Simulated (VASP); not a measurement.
An input for Ansatz (written as the equivalent of a VASP run, and not itself run):

Ansatz 0.2 input:
```yaml
crystal:
  lattice:
    - [2.3950000, -3.6350000, 0.0000000]
    - [2.3950000, 3.6350000, 0.0000000]
    - [0.0000000, 0.0000000, 9.7900000]
  atoms:
    - { symbol: I, position: [0.8427600, 0.8386630, 0.8850020] }
    - { symbol: I, position: [0.6633590, 0.6602970, 0.3820250] }
    - { symbol: I, position: [0.3442770, 0.3501650, 0.6162250] }
    - { symbol: I, position: [0.1496040, 0.1508750, 0.1167470] }
kpoints:
  mp_grid: { grid: [2, 2, 2] }
hamiltonian:
  xc: pbe
  pseudopotentials: { kind: paw }
scf:
  occupations: { method: fermi_dirac, width: 0.2 }
  max_iter: 100
relax:
  max_steps: 50
  f_tol: 0.01
  cell: {}
output: { forces: true, stress: true, eigenvalues: true }
```

### Question
Write the VASP files for the same calculation (PBE).

### Answer
This is not unique; one that fits is 
POSCAR:
```
I
1.0
  2.3950000000  -3.6350000000   0.0000000000
  2.3950000000   3.6350000000   0.0000000000
  0.0000000000   0.0000000000   9.7900000000
I
4
Cart
  4.0270080850  -0.0148925950   8.6641695800
  3.1701561200  -0.0111303700   3.7400247500
  1.6631885900   0.0214028800   6.0328427500
  0.7196472050   0.0046200850   1.1429531300
```

### INCAR
```
! general
SYSTEM =I
PREC   =Accurate
ENCUT  =150   ! plane-wave cut-off (eV)
LREAL  =.FALSE.   ! projection in real space or not
LASPH  =.TRUE.   ! aspherical one-centre terms

! electronic loop
EDIFF  =1E-03   ! SCF stop (eV)
NELM   =100   ! most electronic steps
ALGO   =Normal   ! blocked Davidson
LMAXMIX=4

! smearing
ISMEAR =-1   ! Fermi-Dirac
SIGMA  =0.2   ! width (eV)

! functional
GGA    =PE   ! PBE

! ions
IBRION =2
NSW    =50   ! most ionic steps
ISIF   =3   ! ions, shape and volume
EDIFFG =-0.01   ! ionic stop

! output
LWAVE  =.FALSE.
LCHARG =.FALSE.
```

File KPOINTS:
```
Automatic mesh
0
Gamma
2 2 2
0 0 0
```

POTCAR, in this order: I (PBE.64 set). Program: vasp_std.

The two are equivalent in intent, not identical: each code has its own PAW files, so the cut-off isn't converted (ENCUT is set for VASP's; basis.ecutwfc is left out, and Ansatz then takes the one that its files recommend); Ansatz stops its SCF on the density residual and VASP on the energy change (EDIFF).

The structure is a typed I crystal. In the starting cell atoms are displaced from their ideal sites. This run relaxes it. The k-mesh is coarse (spacing up to 0.73 per Å, 2π included), so the numbers may not be converged in it. The run is one of a series of settings (EDIFF = 1E-03, EDIFFG = -0.01, ENCUT = 150, IBRION = 2, ISIF = 3, ISMEAR = -1, NSW = 50, SIGMA = 0.2, KPOINTS 2×2×2 Γ-centred mesh against the base run), some of them coarse on purpose.
